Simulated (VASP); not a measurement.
InSbO2: relaxation of cell and atoms with PBE

The system is InSbO2.

```
In Sb O
1.0
     3.81300    0.00000    0.00000
     0.00000    3.81300    0.00000
     0.00000    0.00000    5.01600
In Sb O
1 1 2
Cartesian
  0.0000 0.0000 1.4070
  1.9065 1.9065 3.9950
  0.0000 1.9065 4.9990
  1.9065 0.0000 4.9990
```

The cell was built by a generator and needn't be a form met in nature.

```
Program                : VASP 6.6.1
Task                   : relaxation of cell and atoms
Functional             : PBE
Potentials or basis    : VASP PAW PBE potentials, release 64 (In_d, Sb, O)
Cutoff                 : 520 eV
k mesh                 : 10 × 10 × 8
Occupations            : gaussian, width 0.1 eV
Spin                   : no spin polarisation
Further INCAR settings : ALGO = Normal; EDIFF = 1e-06; IBRION = 2; EDIFFG = -0.01; NSW = 90; ISIF = 3
```

The relaxed volume is 18.19 Å³/atom, the relaxed cell is a = 3.803 Å, b = 3.803 Å, c = 5.031 Å, α = 90.00°, β = 90.00°, γ = 90.00° and the space group after relaxing (to 0.05 Å) is P4mm (No. 99). The energy gained by relaxing is 0.2 meV/atom and the ionic steps are 8. The pressure after relaxing is 0.0 GPa, the largest force after relaxing is 0.007 eV/Å and the band gap on the k mesh is 0.49 eV, direct.

Forces in eV/Å, atoms in the order of the input:
```
In   0.000  0.000  0.007
Sb   0.000  0.000 -0.003
O    0.000  0.000 -0.002
O    0.000  0.000 -0.002
```

Step by step:
```tsv
step	energy change (eV)	largest force (eV/Å)	pressure (GPa)	volume (Å³)
1	0.0000	0.0672	-0.42	72.93
2	-0.0004	0.0980	0.35	72.42
3	-0.0006	0.0487	0.07	72.61
4	-0.0009	0.0109	0.04	72.59
5	-0.0009	0.0127	0.03	72.59
6	-0.0009	0.0122	0.02	72.63
7	-0.0009	0.0116	-0.03	72.75
8	-0.0009	0.0067	0.01	72.75
```

Final structure:
```xyz
4
Lattice="3.8027 0.0000 0.0000 0.0000 3.8027 0.0000 0.0000 0.0000 5.0309" Properties=species:S:1:pos:R:3 pbc="T T T"
In    0.0000    0.0000    1.4045
Sb    1.9013    1.9013    4.0081
O     3.8027    1.9013    5.0165
O     1.9013    0.0000    5.0165
```

Levels at points of the mesh, in eV from the valence-band top:
```tsv
k point	band 13	band 14	band 15	band 16	band 17	band 18
(0.00, 0.00, 0.00)	-2.51	-2.51	-0.57	1.93	4.37	4.37
(0.50, 0.00, 0.00)	-3.50	-2.95	-1.58	2.65	3.83	4.59
(0.50, 0.50, 0.00)	-2.62	-1.53	0.00	0.49	0.49	4.52
(0.00, 0.00, 0.50)	-2.51	-2.51	-1.89	1.63	3.25	3.25
(0.50, 0.00, 0.50)	-3.46	-2.01	-0.75	2.21	3.03	4.66
(0.50, 0.50, 0.50)	-2.62	-1.53	-0.89	2.48	2.48	4.12
```

Run time: 110 s on 4 MPI ranks on Intel(R) Xeon(R) Platinum 8488C (Sapphire Rapids) (shared host), peak memory 0.3 GiB a rank.

Caveat: spin-orbit coupling is left out, which moves the levels of the heavy elements. A k mesh can miss the band edges.
